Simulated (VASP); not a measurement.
Method: PBE GGA, VASP's PBE PAW potentials (set 64) (plane waves; VASP).

The input files of a VASP run:

### INCAR
```
! general
SYSTEM   =  CoAl
PREC     =  Accurate
ENCUT    =  520
LREAL    =  .FALSE.
LASPH    =  .TRUE.

! electronic loop
EDIFF    =  1E-7
NELM     =  100
ALGO     =  Normal
LMAXMIX  =  4

! smearing
ISMEAR   =  1
SIGMA    =  0.1

! functional
GGA      =  PE

! ions
ISIF     =  2

! output
LWAVE    =  .FALSE.
LCHARG   =  .FALSE.
```

File KPOINTS:
```
kpoints
0
Gamma
 13 13 13
```

**POSCAR**
```
CoAl
1
    2.7930367043     0.0000000000     0.0000000000
    0.0000000000     2.7930367043     0.0000000000
    0.0000000000     0.0000000000     2.7930367043
Al Co
1 1
Direct
  0.5000000000   0.5000000000   0.5000000000
  0.0000000000   0.0000000000   0.0000000000
```

POTCAR, in this order: Al Co (PBE.64 set). Program: vasp_std.

Output of the run:

**OUTCAR**
```
 ion  position               nearest neighbor table
   1  0.500  0.500  0.500-   2 2.42   2 2.42   2 2.42   2 2.42   2 2.42   2 2.42   2 2.42   2 2.42
  LATTYP: Found a simple cubic cell.
 ALAT       =     2.7930367043
 Subroutine PRICEL returns:
 Original cell was already a primitive cell.
 Subroutine GETGRP returns: Found 48 space group operations
The static configuration has the point symmetry O_h .
The dynamic configuration has the point symmetry O_h .
 Subroutine INISYM returns: Found 48 space group operations
 Subroutine IBZKPT returns following result:
 Found     84 irreducible k-points:

 Following reciprocal coordinates:
            Coordinates               Weight
  0.000000  0.000000  0.000000      1.000000
  0.076923  0.000000  0.000000      6.000000
  0.153846  0.000000  0.000000      6.000000
  0.230769  0.000000  0.000000      6.000000
  0.307692  0.000000  0.000000      6.000000
  0.384615  0.000000  0.000000      6.000000
  0.461538  0.000000  0.000000      6.000000
  0.076923  0.076923  0.000000     12.000000
  0.153846  0.076923  0.000000     24.000000
  0.230769  0.076923  0.000000     24.000000
  0.307692  0.076923  0.000000     24.000000
  0.384615  0.076923  0.000000     24.000000
  0.461538  0.076923  0.000000     24.000000
  0.153846  0.153846  0.000000     12.000000
  0.230769  0.153846  0.000000     24.000000
  0.307692  0.153846  0.000000     24.000000
  0.384615  0.153846  0.000000     24.000000
  0.461538  0.153846  0.000000     24.000000
  0.230769  0.230769  0.000000     12.000000
  0.307692  0.230769  0.000000     24.000000
  0.384615  0.230769  0.000000     24.000000
  0.461538  0.230769  0.000000     24.000000
  0.307692  0.307692  0.000000     12.000000
  0.384615  0.307692  0.000000     24.000000
  0.461538  0.307692  0.000000     24.000000
  0.384615  0.384615  0.000000     12.000000
  0.461538  0.384615  0.000000     24.000000
  0.461538  0.461538  0.000000     12.000000
  0.076923  0.076923  0.076923      8.000000
  0.153846  0.076923  0.076923     24.000000
  0.230769  0.076923  0.076923     24.000000
  0.307692  0.076923  0.076923     24.000000
  0.384615  0.076923  0.076923     24.000000
  0.461538  0.076923  0.076923     24.000000
  0.153846  0.153846  0.076923     24.000000
  0.230769  0.153846  0.076923     48.000000
  0.307692  0.153846  0.076923     48.000000
  0.384615  0.153846  0.076923     48.000000
  0.461538  0.153846  0.076923     48.000000
  0.230769  0.230769  0.076923     24.000000
   k-points           NKPTS =     84   k-points in BZ     NKDIM =     84   number of bands    NBANDS=     10
   number of dos      NEDOS =    301   number of ions     NIONS =      2
   total plane-waves  NPLWV =  13824
   dimension x,y,z NGX =    24 NGY =   24 NGZ =   24
   dimension x,y,z NGXF=    48 NGYF=   48 NGZF=   48
   ions per type =               1   1
   PREC   = accura    normal or accurate (medium, high low for compatibility)
   ISTART =      0    job   : 0-new  1-cont  2-samecut
   ICHARG =      2    charge: 1-file 2-atom 10-const
   ISPIN  =      1    spin polarized calculation?
   LNONCOLLINEAR =      F non collinear calculations
   LSORBIT =      F    spin-orbit coupling
   INIWAV =      1    electr: 0-lowe 1-rand  2-diag
   ENCUT  =  520.0 eV  38.22 Ry    6.18 a.u.   5.19  5.19  5.19*2*pi/ulx,y,z
   NELM   =    100;   NELMIN=  2; NELMDL= -5     # of ELM steps
   EDIFF  = 0.1E-06   stopping-criterion for ELM
   LREAL  =      F    real-space projection
   NLSPLINE    = F    spline interpolate recip. space projectors
   LMAXMIX     =    4 max onsite mixed and CHGCAR
   VOSKOWN=      0    Vosko Wilk Nusair interpolation
...
```

File OSZICAR:
```
       N       E                     dE             d eps       ncg     rms          rms(c)
DAV:   1     0.372106142119E+02    0.37211E+02   -0.54180E+03  1704   0.128E+03
DAV:   2    -0.123357579239E+02   -0.49546E+02   -0.46711E+02  1698   0.194E+02
DAV:   3    -0.136137648813E+02   -0.12780E+01   -0.12677E+01  1996   0.408E+01
DAV:   4    -0.136360899252E+02   -0.22325E-01   -0.22318E-01  2038   0.481E+00
DAV:   5    -0.136367797158E+02   -0.68979E-03   -0.68977E-03  1916   0.822E-01    0.130E+01
DAV:   6    -0.159298711903E+02   -0.22931E+01   -0.67800E+01  1866   0.126E+02    0.164E+01
DAV:   7    -0.119640472536E+02    0.39658E+01   -0.30360E+01  1856   0.801E+01    0.194E+00
DAV:   8    -0.119516492888E+02    0.12398E-01   -0.21096E-01  1760   0.424E+00    0.119E+00
DAV:   9    -0.119368885459E+02    0.14761E-01   -0.48223E-02  2046   0.316E+00    0.301E-01
DAV:  10    -0.119364563679E+02    0.43218E-03   -0.13409E-03  2262   0.533E-01    0.148E-01
DAV:  11    -0.119364432725E+02    0.13095E-04   -0.23050E-05  1934   0.447E-02    0.184E-02
DAV:  12    -0.119364393805E+02    0.38920E-05   -0.19299E-05  2012   0.631E-02    0.560E-03
DAV:  13    -0.119364394189E+02   -0.38372E-07   -0.28941E-07  1680   0.518E-03
   1 F= -.11936439E+02 E0= -.11936287E+02  d E =-.457169E-03
```

File OUTCAR:
```
------------------------ aborting loop because EDIFF is reached ----------------------------------------
  FORCE on cell =-STRESS in cart. coord.  units (eV):
  Direction    XX          YY          ZZ          XY          YZ          ZX
  --------------------------------------------------------------------------------------
  Total        1.7293522      1.7293522      1.7293522     -0.0000000     -0.0000000      0.0000000
  in kB      127.1639765    127.1639765    127.1639765     -0.0000000     -0.0000000      0.0000000
  external PRESSURE =     127.1639765 kB  Pullay stress =       0.0000000 kB
  volume of cell :       21.79
      direct lattice vectors                 reciprocal lattice vectors
     2.793036704  0.000000000  0.000000000     0.358033247  0.000000000  0.000000000
     0.000000000  2.793036704  0.000000000     0.000000000  0.358033247  0.000000000
     0.000000000  0.000000000  2.793036704     0.000000000  0.000000000  0.358033247
 POSITION                                       TOTAL-FORCE (eV/Angst)
 -----------------------------------------------------------------------------------
      1.39652      1.39652      1.39652         0.000000      0.000000      0.000000
      0.00000      0.00000      0.00000         0.000000      0.000000      0.000000
 -----------------------------------------------------------------------------------
    total drift:                               -0.000000      0.000000      0.000000
  FREE ENERGIE OF THE ION-ELECTRON SYSTEM (eV)
  ---------------------------------------------------
  free  energy   TOTEN  =       -11.9364394189 eV

  energy  without entropy=      -11.9359822499  energy(sigma->0) =      -11.93628703
```
(Selected blocks of OUTCAR.)

The compound is CoAl in the CsCl type structure. This cell is one point of a volume scan, at 0.94 of the reference volume. The run is not spin-polarised, so no magnetic state was tried.
